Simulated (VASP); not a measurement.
CdTe (relaxed from the zinc blende structure, space group F-43m) relaxed at rising pressure, in one space group throughout; other phases were not tried. The pressures are those reached. Calculation: PBEsol GGA, VASP's PBE PAW potentials (set 64) (plane waves; VASP 6.6.1).

| P (GPa) | V (Å³/atom) | k-mesh |
|---|---|---|
| -0.08 | 34.361 | 7×7×7 |
| 4.97 | 31.160 | 7×7×7 |
| 9.90 | 29.145 | 8×8×8 |
| 20.01 | 26.439 | 8×8×8 |
| 30.10 | 24.642 | 8×8×8 |

A change of mesh leaves a small step in the series.

Problem. Fit an equation of state and predict the volume at 45.09 GPa.

Solution. Least squares on the third-order Birch-Murnaghan form, P = (3B0/2)(y⁷ − y⁵)[1 + (3/4)(B′ − 4)(y² − 1)] with y = (V0/V)^(1/3), gives V0 = 34.291 Å³/atom, B0 = 41 GPa and B′ = 4.7, and so 22.776 Å³/atom. The run gave 22.767 Å³/atom, -0.0 % from the fit.

Pressures at which the relaxation failed are left out.

The structure was generated: CdTe was put into the zinc blende type (F-43m), which need not be its known phase.
